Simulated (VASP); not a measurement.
```
Ir3Pd
1.0
    0.00000     1.92329     1.92329
    1.92329     0.00000     1.92329
    7.66509     7.66509     0.02807
Pd Ir
1 3
Direct
  0.00000   0.00000   0.00000
  0.99468   0.99468   0.25399
  0.00000   0.00000   0.50000
  0.00532   0.00532   0.74601
```

The numbers are results of PBEsol GGA, VASP's PBE PAW potentials (set 64) (plane waves; VASP 6.6.1), not measurements. Numerical set-up: 400 eV cut-off, 15×15×4 Γ-centred mesh, tetrahedra with Blöchl corrections, potentials Pd Ir.

**Question.** The job: Ir3Pd (ordered alloy cell), 4 atoms, PBEsol, static run, 400 eV, 15×15×4 Γ-centred mesh. Roughly how much core time does it take on a busy server core?

**Answer.** About 6 core-minutes (one run on a shared machine, a rough figure). It had 248 irreducible k-points, 22 bands, up to 1055 plane waves and 21 electronic steps.

The structure was generated: Ir3Pd was put into an ordered model structure (R-3m), which need not be its known phase. It was relaxed first.
